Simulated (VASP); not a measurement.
Set up this calculation in VASP 6.6.1, as the native input.

| Item | Value |
| --- | --- |
| Task | single point |
| Functional | PBE |
| Potentials or basis | VASP PAW PBE potentials, release 64 (Cd, Te) |
| Cutoff | 520 eV |
| k mesh | 4 × 4 × 4 |
| Occupations | gaussian, width 0.02 eV |
| Spin | no spin polarisation |
| Further INCAR settings | ALGO = Normal; EDIFF = 1e-07 |

The structure of CdTe lies in POSCAR:

```
CdTe
1.0
    0.0000000000      3.2050000000      3.2050000000
    3.2050000000      0.0000000000      3.2050000000
    3.2050000000      3.2050000000      0.0000000000
Cd Te
1 1
Direct
    0.0000000000      0.0000000000      0.0000000000
    0.2500000000      0.2500000000      0.2500000000
```

One way to write it, as run:

INCAR

```
SYSTEM = CdTe
PREC = Accurate
ENCUT = 520
EDIFF = 1E-7
ISMEAR = 0
SIGMA = 0.02
LREAL = .False.
LASPH = .True.
NELM = 60
ALGO = Normal
ISIF = 2
LWAVE = .False.
LCHARG = .False.
GGA = PE
```

KPOINTS

```
regular mesh
0
Gamma
  4 4 4
  0 0 0
```

Potentials or basis: VASP PAW PBE potentials, release 64 (Cd, Te).

Launch:

```bash
$ cat potpaw_PBE.64/Cd/POTCAR potpaw_PBE.64/Te/POTCAR > POTCAR
$ mpirun -np 1 vasp_std > vasp.out
```

Results of the run:

| Item | Value |
| --- | --- |
| Pressure | 4.6 GPa |
| Band gap on the k mesh | 0.86 eV, direct |

Caveat: the k mesh is coarse (spacing up to 0.42 Å⁻¹), so the values aren't converged; spin-orbit coupling is left out, which moves the levels of the heavy elements.

Wall time 5.7 s on 1 thread of Intel(R) Xeon(R) 6975P-C (Granite Rapids), with other jobs on the host, peak memory 0.2 GiB.
